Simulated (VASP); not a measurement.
Calculation: PBE GGA, VASP's PBE PAW potentials (set 64) (plane waves; VASP).

A VASP calculation is set up with these files.

**KPOINTS**
```
K-points
0
G
 16 16 9
0 0 0
```

**INCAR**
```
# general
SYSTEM = Be
PREC   = Accurate
ENCUT  = 480   # plane-wave cut-off (eV)
LREAL  = .False.   # projection in real space or not
LASPH  = .True.

# electronic loop
EDIFF  = 1E-6   # SCF stop (eV)
NELM   = 100   # most electronic steps
ALGO   = Normal

# smearing
ISMEAR = 1
SIGMA  = 0.1   # width (eV)

# functional
GGA    = PE

# ions
IBRION = 2
NSW    = 60   # most ionic steps
ISIF   = 3   # ions, shape and volume
EDIFFG = -0.01

# output
LWAVE  = .False.
LCHARG = .False.
```

POSCAR:
```
Be
1.0
  1.1450000000  -1.9831980000   0.0000000000
  1.1450000000   1.9831980000   0.0000000000
  0.0000000000   0.0000000000   3.5800000000
Be
2
direct
  0.3333330000   0.6666670000   0.2500000000
  0.6666670000   0.3333330000   0.7500000000
```

POTCAR, in this order: Be (PBE.64 set). Program: vasp_std.

The run wrote:

**OSZICAR**
```
       N       E                     dE             d eps       ncg     rms          rms(c)
DAV:   1    -0.276112984115E+01   -0.27611E+01   -0.16831E+03  1806   0.511E+02
DAV:   2    -0.755895541094E+01   -0.47978E+01   -0.46036E+01  2808   0.592E+01
DAV:   3    -0.759407367336E+01   -0.35118E-01   -0.35118E-01  2388   0.462E+00
DAV:   4    -0.759413296138E+01   -0.59288E-04   -0.59288E-04  2610   0.147E-01
DAV:   5    -0.759413315657E+01   -0.19519E-06   -0.19404E-06  2412   0.274E-03    0.119E+00
DAV:   6    -0.755156934305E+01    0.42564E-01   -0.54563E-03  2082   0.107E+00    0.727E-01
DAV:   7    -0.753417268748E+01    0.17397E-01   -0.61822E-03  2106   0.112E+00    0.257E-02
DAV:   8    -0.753415145393E+01    0.21234E-04   -0.13287E-05  2604   0.446E-02    0.883E-03
DAV:   9    -0.753415062861E+01    0.82533E-06   -0.25865E-06  2292   0.203E-02
   1 F= -.75341506E+01 E0= -.75341048E+01  d E =-.753415E+01
       N       E                     dE             d eps       ncg     rms          rms(c)
DAV:   1    -0.753830514946E+01   -0.41537E-02   -0.14492E-02  2142   0.148E+00    0.482E-02
DAV:   2    -0.753826748972E+01    0.37660E-04   -0.21701E-05  2652   0.566E-02    0.303E-02
DAV:   3    -0.753825468422E+01    0.12806E-04   -0.15201E-05  1974   0.676E-02    0.133E-03
DAV:   4    -0.753825426036E+01    0.42386E-06   -0.63122E-08  1806   0.373E-03
   2 F= -.75382543E+01 E0= -.75381977E+01  d E =-.410363E-02
       N       E                     dE             d eps       ncg     rms          rms(c)
DAV:   1    -0.753834525276E+01   -0.90569E-04   -0.38793E-04  2172   0.241E-01    0.801E-03
DAV:   2    -0.753834515616E+01    0.96604E-07   -0.59125E-07  2580   0.939E-03
   3 F= -.75383452E+01 E0= -.75382865E+01  d E =-.419453E-02
       N       E                     dE             d eps       ncg     rms          rms(c)
DAV:   1    -0.753834535752E+01   -0.10476E-06   -0.10262E-05  2058   0.447E-02    0.114E-03
DAV:   2    -0.753834548979E+01   -0.13227E-06   -0.95013E-09  1140   0.104E-03
   4 F= -.75383455E+01 E0= -.75382864E+01  d E =-.419486E-02
       N       E                     dE             d eps       ncg     rms          rms(c)
DAV:   1    -0.753836298192E+01   -0.17624E-04   -0.18577E-04  2262   0.913E-02    0.498E-03
DAV:   2    -0.753836273742E+01    0.24450E-06   -0.82130E-07  2136   0.839E-03
   5 F= -.75383627E+01 E0= -.75382990E+01  d E =-.172476E-04
```

### OUTCAR
```
------------------------ aborting loop because EDIFF is reached ----------------------------------------
  FORCE on cell =-STRESS in cart. coord.  units (eV):
  Direction    XX          YY          ZZ          XY          YZ          ZX
  --------------------------------------------------------------------------------------
  Total        0.0045071      0.0045071      0.0068054      0.0000000      0.0000000      0.0000000
  in kB        0.4561082      0.4561082      0.6886915      0.0000000      0.0000000      0.0000000
  external PRESSURE =       0.5336360 kB  Pullay stress =       0.0000000 kB
  volume of cell :       15.83
      direct lattice vectors                 reciprocal lattice vectors
     1.133418950 -1.963139038  0.000000000     0.441143145 -0.254694135  0.000000000
     1.133418950  1.963139038 -0.000000000     0.441143145  0.254694135  0.000000000
     0.000000000  0.000000000  3.557712549     0.000000000  0.000000000  0.281079482
 POSITION                                       TOTAL-FORCE (eV/Angst)
 -----------------------------------------------------------------------------------
      1.13342      0.65438      0.88943        -0.000000     -0.000000      0.000000
      1.13342     -0.65438      2.66828         0.000000      0.000000      0.000000
 -----------------------------------------------------------------------------------
    total drift:                                0.000000     -0.000003      0.000005
  FREE ENERGIE OF THE ION-ELECTRON SYSTEM (eV)
  ---------------------------------------------------
  free  energy   TOTEN  =        -7.5383627374 eV

  energy  without entropy=       -7.5381714470  energy(sigma->0) =       -7.53829897

 reached required accuracy - stopping structural energy minimisation
```
(Selected blocks of OUTCAR.)

**CONTCAR**
```
Be
   1.00000000000000
     1.1334189495999729   -1.9631390375999596    0.0000000000000000
     1.1334189495999729    1.9631390375999596   -0.0000000000000000
     0.0000000000000000    0.0000000000000000    3.5577125486432668
  Be
     2
Direct
     0.3333330000000032    0.6666669999999968    0.2500000000000000
     0.6666669999999968    0.3333330000000032    0.7500000000000000
```

Energy and stress use the plane-wave basis of the starting cell.

The compound is Be in the hcp structure. This run relaxes it. Symmetry was kept, so distortions that lower it aren't found.
